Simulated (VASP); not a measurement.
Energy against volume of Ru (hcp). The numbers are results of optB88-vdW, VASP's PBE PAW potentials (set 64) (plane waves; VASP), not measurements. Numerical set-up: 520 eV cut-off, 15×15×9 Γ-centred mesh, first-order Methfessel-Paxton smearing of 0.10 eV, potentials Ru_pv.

Shape and ions are relaxed at each volume.

| V (Å³/atom) | E (eV/atom) |
|---|---|
| 12.971 | -5.94595 |
| 13.385 | -5.98785 |
| 13.799 | -6.00081 |
| 14.213 | -5.98951 |

Problem. Fit these four points and predict the energy of the run at 14.627 Å³/atom.

Solution. A cubic in V^(−2/3), the third-order Birch-Murnaghan form, passes through the four points with V0 = 13.80 Å³/atom and B0 = 312 GPa, and gives -5.9579 eV/atom there. The run gave -5.9579 eV/atom, -0.0 meV/atom from the fit; all five points give B0 = 312 GPa.

The compound is Ru in the hcp structure. It was relaxed first.
